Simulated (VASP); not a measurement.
# AlN: exact exchange and RPA correlation, part 2 of 2

Wanted: where the RPA puts the energy minimum of AlN. The scan starts from a database cell, scaled to the smallest volume of the series. The cell is of the wurtzite type, one of the forms listed for this formula. The start is a cell from a database of measured crystal structures.

VASP 6.6.1, plane waves and PAW; the level of theory is named at each step.

So far. Step 24 (Exact exchange, volume ratio 1.02): The Hartree-Fock energy on these orbitals is -12.8350 eV an atom. Step 25 (Empty bands, volume ratio 1.02): WAVECAR now holds 1332 bands for 16 electrons.

The database entry behind the starting cell differs from later determinations by our own check (inner coordinate u about 0.002 short), so it need not match the best structure at ambient conditions.

### 26. RPA correlation, volume ratio 1.02

This step: RPA correlation on LDA orbitals; plane waves and PAW (Al_GW, N_GW) (VASP 6.6.1).

The input, INCAR:

```
SYSTEM = AlN
PREC = Accurate
ENCUT = 570
ISMEAR = 0
SIGMA = 0.05
LREAL = .FALSE.
GGA = CA
NBANDS = 1332
ALGO = ACFDT
ENCUTGW = 160
NOMEGA = 12
PRECFOCK = Fast
LWAVE = .FALSE.
LCHARG = .FALSE.
```

The input, POSCAR:

```
AlN
1.0
    3.1336164949      0.0000000000      0.0000000000
   -1.5668082474      2.7137914903      0.0000000000
    0.0000000000      0.0000000000      5.0139877163
Al N
2 2
Direct
    0.6666666667      0.3333333333      0.5000000000
    0.3333333333      0.6666666667      0.0000000000
    0.6666666667      0.3333333333      0.8800000000
    0.3333333333      0.6666666667      0.3800000000
```

The input, KPOINTS:

```
Automatic mesh
0
Gamma
6 6 4
0 0 0
```

The projector-augmented-wave data sets are Al_GW and N_GW (LDA family, release 64).

Run with:

```console
> mpirun -np 4 vasp_std
```

It took 28 min on 4 MPI ranks of Intel Xeon Platinum 8259CL at 2.50GHz (Skylake/Cascade Lake), shared host; peak memory 5.4 GiB; 1.7 h of CPU time.

Extrapolated by the program to an infinite response cutoff, the correlation energy is -6.3092 eV an atom, -18 meV against the point before. With exact exchange the total is -19.1442 eV an atom.

### 27. Comparison: r2SCAN, volume ratio 1.02

This step: r2SCAN; plane waves and PAW (Al_GW, N_GW) (VASP 6.6.1).

The input, INCAR:

```
SYSTEM = AlN
PREC = Accurate
ENCUT = 570
EDIFF = 1E-06
NELM = 100
ISMEAR = 0
SIGMA = 0.05
LREAL = .FALSE.
ALGO = Normal
METAGGA = R2SCAN
LASPH = .TRUE.
NBANDS = 14
LWAVE = .FALSE.
LCHARG = .FALSE.
KPAR = 4
```

POSCAR is that of step 26.

KPOINTS is that of step 26.

Run with:

```console
> mpirun -np 4 vasp_std
```

Elapsed: 16 s, on 4 MPI ranks; peak memory 0.63 GiB.

Its energy is -29.0136 eV an atom, on a zero of its own.

### 28. Orbitals for comparison: HSE06, volume ratio 1.02

This step: LDA; plane waves and PAW (Al_GW, N_GW) (VASP 6.6.1).

The input, INCAR:

```
SYSTEM = AlN
PREC = Accurate
ENCUT = 570
EDIFF = 1E-05
NELM = 100
ISMEAR = 0
SIGMA = 0.05
LREAL = .FALSE.
ALGO = Normal
GGA = CA
NBANDS = 14
LORBIT = 11
LWAVE = .TRUE.
LCHARG = .FALSE.
KPAR = 4
```

POSCAR is that of step 27.

KPOINTS is that of step 27.

Run with:

```console
> mpirun -np 4 vasp_std
```

The job ended after 4.2 s (4 MPI ranks; peak memory 0.56 GiB; 12 s of CPU time).

The run ends at a pressure of -8.25 GPa, with forces up to 0.10 eV/Å.

### 29. Comparison: HSE06, volume ratio 1.02

This step: HSE06; plane waves and PAW (Al_GW, N_GW) (VASP 6.6.1).

The input, INCAR:

```
SYSTEM = AlN
PREC = Accurate
ENCUT = 570
EDIFF = 1E-06
NELM = 100
ISMEAR = 0
SIGMA = 0.05
LREAL = .FALSE.
ALGO = Normal
LHFCALC = .TRUE.
AEXX = 0.25
GGA = PE
HFSCREEN = 0.2
LASPH = .TRUE.
NBANDS = 14
PRECFOCK = Fast
LWAVE = .FALSE.
LCHARG = .FALSE.
KPAR = 4
```

POSCAR is that of step 28.

KPOINTS is that of step 28.

The run starts from files that an earlier step left in the folder.

Run with:

```console
> mpirun -np 4 vasp_std
```

It took 5.1 min on 4 MPI ranks; peak memory 1.1 GiB.

Its energy is -8.7453 eV an atom, on a zero of its own.

### 30. Orbitals, volume ratio 1.06

This step: LDA; plane waves and PAW (Al_GW, N_GW) (VASP 6.6.1).

The same chain follows at a volume ratio of 1.06.

The input, INCAR:

```
SYSTEM = AlN
PREC = Accurate
ENCUT = 570
EDIFF = 1E-08
NELM = 100
ISMEAR = 0
SIGMA = 0.05
LREAL = .FALSE.
ALGO = Normal
GGA = CA
NBANDS = 14
LORBIT = 11
LWAVE = .TRUE.
LCHARG = .FALSE.
KPAR = 4
```

The input, POSCAR:

```
AlN
1.0
    3.1740547162      0.0000000000      0.0000000000
   -1.5870273581      2.7488120173      0.0000000000
    0.0000000000      0.0000000000      5.0786914685
Al N
2 2
Direct
    0.6666666667      0.3333333333      0.5000000000
    0.3333333333      0.6666666667      0.0000000000
    0.6666666667      0.3333333333      0.8800000000
    0.3333333333      0.6666666667      0.3800000000
```

KPOINTS is that of step 29.

Run with:

```console
> mpirun -np 4 vasp_std
```

Elapsed: 6.8 s, on 4 MPI ranks; peak memory 0.6 GiB; 20 s of CPU time.

The run ends at a pressure of -14.60 GPa, with forces up to 0.078 eV/Å.

### 31. Exact exchange, volume ratio 1.06

This step: Hartree-Fock energy on LDA orbitals; plane waves and PAW (Al_GW, N_GW) (VASP 6.6.1).

The input, INCAR:

```
SYSTEM = AlN
PREC = Accurate
ENCUT = 570
ISMEAR = 0
SIGMA = 0.05
LREAL = .FALSE.
GGA = CA
NBANDS = 14
ALGO = Eigenval
NELM = 1
LHFCALC = .TRUE.
AEXX = 1
ALDAC = 0
AGGAC = 0
PRECFOCK = Normal
LWAVE = .FALSE.
LCHARG = .FALSE.
```

POSCAR is that of step 30.

KPOINTS is that of step 30.

The run starts from files that an earlier step left in the folder.

Run with:

```console
> mpirun -np 4 vasp_std
```

Elapsed: 99 s, on 4 MPI ranks; peak memory 0.54 GiB; 5.2 min of CPU time.

The Hartree-Fock energy on these orbitals is -12.8013 eV an atom.

### 32. Empty bands, volume ratio 1.06

This step: LDA; plane waves and PAW (Al_GW, N_GW) (VASP 6.6.1).

The input, INCAR:

```
SYSTEM = AlN
PREC = Accurate
ENCUT = 570
ISMEAR = 0
SIGMA = 0.05
LREAL = .FALSE.
GGA = CA
NBANDS = 1380
ALGO = Exact
NELM = 1
LWAVE = .TRUE.
LCHARG = .FALSE.
LOPTICS = .TRUE.
NEDOS = 1000
CSHIFT = 0.1
```

POSCAR is that of step 31.

KPOINTS is that of step 31.

Run with:

```console
> mpirun -np 4 vasp_std
```

It took 68 s on 4 MPI ranks; peak memory 2 GiB; 3.6 min of CPU time.

WAVECAR now holds 1380 bands for 16 electrons.

### 33. RPA correlation, volume ratio 1.06

This step: RPA correlation on LDA orbitals; plane waves and PAW (Al_GW, N_GW) (VASP 6.6.1).

The input, INCAR:

```
SYSTEM = AlN
PREC = Accurate
ENCUT = 570
ISMEAR = 0
SIGMA = 0.05
LREAL = .FALSE.
GGA = CA
NBANDS = 1380
ALGO = ACFDT
ENCUTGW = 160
NOMEGA = 12
PRECFOCK = Fast
LWAVE = .FALSE.
LCHARG = .FALSE.
```

POSCAR is that of step 32.

KPOINTS is that of step 32.

Run with:

```console
> mpirun -np 4 vasp_std
```

Wall time 33 min (4 MPI ranks); peak memory 5.8 GiB; 1.8 h of CPU time.

Extrapolated by the program to an infinite response cutoff, the correlation energy is -6.3335 eV an atom, -24 meV against the point before. With exact exchange the total is -19.1348 eV an atom.

### 34. Comparison: r2SCAN, volume ratio 1.06

This step: r2SCAN; plane waves and PAW (Al_GW, N_GW) (VASP 6.6.1).

The input, INCAR:

```
SYSTEM = AlN
PREC = Accurate
ENCUT = 570
EDIFF = 1E-06
NELM = 100
ISMEAR = 0
SIGMA = 0.05
LREAL = .FALSE.
ALGO = Normal
METAGGA = R2SCAN
LASPH = .TRUE.
NBANDS = 14
LWAVE = .FALSE.
LCHARG = .FALSE.
KPAR = 4
```

POSCAR is that of step 33.

KPOINTS is that of step 33.

Run with:

```console
> mpirun -np 4 vasp_std
```

Wall time 24 s (4 MPI ranks); peak memory 0.7 GiB; 74 s of CPU time.

Its energy is -28.9896 eV an atom, on a zero of its own.

### 35. Orbitals for comparison: HSE06, volume ratio 1.06

This step: LDA; plane waves and PAW (Al_GW, N_GW) (VASP 6.6.1).

The input, INCAR:

```
SYSTEM = AlN
PREC = Accurate
ENCUT = 570
EDIFF = 1E-05
NELM = 100
ISMEAR = 0
SIGMA = 0.05
LREAL = .FALSE.
ALGO = Normal
GGA = CA
NBANDS = 14
LORBIT = 11
LWAVE = .TRUE.
LCHARG = .FALSE.
KPAR = 4
```

POSCAR is that of step 34.

KPOINTS is that of step 34.

Run with:

```console
> mpirun -np 4 vasp_std
```

It took 5.6 s on 4 MPI ranks; peak memory 0.61 GiB; 16 s of CPU time.

The run ends at a pressure of -14.64 GPa, with forces up to 0.078 eV/Å.

### 36. Comparison: HSE06, volume ratio 1.06

This step: HSE06; plane waves and PAW (Al_GW, N_GW) (VASP 6.6.1).

The input, INCAR:

```
SYSTEM = AlN
PREC = Accurate
ENCUT = 570
EDIFF = 1E-06
NELM = 100
ISMEAR = 0
SIGMA = 0.05
LREAL = .FALSE.
ALGO = Normal
LHFCALC = .TRUE.
AEXX = 0.25
GGA = PE
HFSCREEN = 0.2
LASPH = .TRUE.
NBANDS = 14
PRECFOCK = Fast
LWAVE = .FALSE.
LCHARG = .FALSE.
KPAR = 4
```

POSCAR is that of step 35.

KPOINTS is that of step 35.

The WAVECAR or CHGCAR of an earlier step is read.

Run with:

```console
> mpirun -np 4 vasp_std
```

It took 5 min on 4 MPI ranks; peak memory 1.1 GiB.

Its energy is -8.7194 eV an atom, on a zero of its own.

### 37. Summary

This step: exact exchange and RPA correlation on LDA orbitals, beside r2SCAN, beside HSE06; plane waves and PAW (VASP 6.6.1).

This step runs nothing: it gathers the runs above.

Numbers from this step:

```
equilibrium volume, EXX+RPA : 10.67 Å³/atom
bulk modulus                : 202.1 GPa
```

Energy above the lowest point against volume; values in meV/atom:

| volume (Å³/atom) | LDA | EXX | EXX+RPA | r2SCAN | HSE06 |
| --- | --- | --- | --- | --- | --- |
| 9.615 | 25.6 | 29.9 | 77.3 | 40.5 | 37.1 |
| 10.033 | 1.47 | 2.12 | 26.2 | 7.35 | 5.91 |
| 10.346 | 0 | 0 | 6.27 | 0 | 0 |
| 10.660 | 10.6 | 11.6 | 0 | 5.38 | 6.78 |
| 11.078 | 40.6 | 45.2 | 9.41 | 29.4 | 32.6 |

Cost is wall time times ranks on a shared host; the EXX and RPA rows hold the orbitals run too, the hybrid row not its starting run, and runs of a few seconds are mostly start-up. Fits of the equation of state:

| level | V0 (Å³/atom) | B0 (GPa) | fit error (meV/atom) | minimum inside the series | cost a point (core minutes) |
| --- | --- | --- | --- | --- | --- |
| LDA | 10.22 | 212.5 | 1.61e-4 | yes | 0.31 |
| EXX | 10.23 | 240 | 0.003098 | yes | 5.73 |
| EXX+RPA | 10.67 | 202.1 | 0.02393 | yes | 113.3 |
| r2SCAN | 10.36 | 212.9 | 3.68e-4 | yes | 1.09 |
| HSE06 | 10.33 | 215.1 | 4.02e-5 | yes | 17.59 |

### 38. Results

```json
{
  "LDA": "V0 10.22 Å³/atom, B0 213 GPa",
  "EXX": "V0 10.23 Å³/atom, B0 240 GPa",
  "EXX+RPA": "V0 10.67 Å³/atom, B0 202 GPa",
  "r2SCAN": "V0 10.36 Å³/atom, B0 213 GPa",
  "HSE06": "V0 10.33 Å³/atom, B0 215 GPa"
}
```

Exact exchange with RPA correlation puts the minimum at 10.67 Å³ an atom, with a bulk modulus of 202 GPa. LDA puts the volume 4.1 % below EXX+RPA, at roughly 1/366 of its cost. r2SCAN puts the volume 2.8 % below EXX+RPA, at roughly 1/104 of its cost. HSE06 puts the volume 3.2 % below EXX+RPA, at roughly 1/6 of its cost. Correlation widens the exact-exchange volume by 4.2 %. Exact exchange and correlation are taken on one coarse mesh and aren't self-consistent; the correlation energy is extrapolated in the response cutoff by the program, which at the first volume adds -772 meV an atom to the value at the highest cutoff and varies with the volume; a small fit error says nothing about that part. NBANDS follows the largest plane-wave count of any k point, which rises in steps with the volume. The cheaper functionals share the mesh, and the fits are third-order Birch-Murnaghan curves. The atoms weren't relaxed and carry forces of up to 0.19 eV/Å at LDA in the first static run, so the numbers belong to the given coordinates, and a relaxation would change them. Not tabulated here, as repeats of values shown or as unfit to read for their mesh, reference level or band range: eps2 curves (empty bands); eps1 curves and static values (empty bands); gaps (empty bands).

[Lines on the potential files, build, host, timing and source positions are cut from VASP's logs without a mark.]

[Logs are printed without paths, hosts, clocks, repeated set-up lines and the standing remarks that a program may print on its own settings, such as how far it seeks lower states.]

[Hosts, paths, dates, database ids (printed as entryN), source tags and the programs' standing remarks are cut or masked in the printed files.]

[Pressures printed for these runs are not shown converged in the cutoff: they can be off by several GPa and have the wrong sign.]
